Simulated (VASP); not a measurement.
Level of theory: AM05 GGA, VASP's PBE PAW potentials (set 64) (plane waves; VASP).

VASP ran on this input.

### POSCAR
```
As
1
    3.6210160436    -1.9277933020    -0.0471956584
    3.6210160436     1.9277933020    -0.0471956584
    2.6362623190     0.0000000000     3.1433248181
As
2
Direct
  0.2300609579   0.2300609579   0.2300609579
  0.7699390421   0.7699390421   0.7699390421
```

File KPOINTS:
```
kpoints
0
gamma
 12 12 12
```

INCAR:
```
SYSTEM = As
PREC = Accurate
ENCUT = 520
EDIFF = 1E-7
NELM = 100
ALGO = Normal
LREAL = .FALSE.
LASPH = .TRUE.
ISMEAR = 1
SIGMA = 0.1
GGA = AM
LMAXMIX = 4
LWAVE = .FALSE.
LCHARG = .FALSE.
ISIF = 4
IBRION = 2
NSW = 30
EDIFFG = -0.01
```

POTCAR, in this order: As (PBE.64 set). Program: vasp_std.

### Question
What does the run give for the energy per atom (σ→0), band gap (on the k-mesh)?

### Answer

```
Property                                                     Value
------------------------  ----------------------------------------
energy per atom (σ→0)                               -4831 meV/atom
band gap (on the k-mesh)  none (metal, semimetal or under 0.01 eV)
```

OSZICAR:
```
...
DAV:   2    -0.966309683023E+01    0.12563E-02   -0.88658E-03  3567   0.663E-01    0.125E-01
DAV:   3    -0.966247750839E+01    0.61932E-03   -0.23763E-03  4308   0.292E-01    0.318E-02
DAV:   4    -0.966248603011E+01   -0.85217E-05   -0.14903E-04  3538   0.975E-02    0.154E-02
DAV:   5    -0.966248634490E+01   -0.31479E-06   -0.16364E-05  3816   0.282E-02    0.236E-03
DAV:   6    -0.966248648382E+01   -0.13892E-06   -0.13703E-06  3548   0.934E-03    0.159E-03
DAV:   7    -0.966248666942E+01   -0.18560E-06   -0.23573E-07  3602   0.398E-03    0.272E-04
DAV:   8    -0.966248666001E+01    0.94046E-08   -0.37716E-09  1725   0.461E-04
   5 F= -.96624867E+01 E0= -.96624740E+01  d E =-.343090E-02
```

The compound is As in the a7 structure. This cell is one point of a volume scan, at 1.06 of the reference volume. Symmetry was kept, so distortions that lower it aren't found.
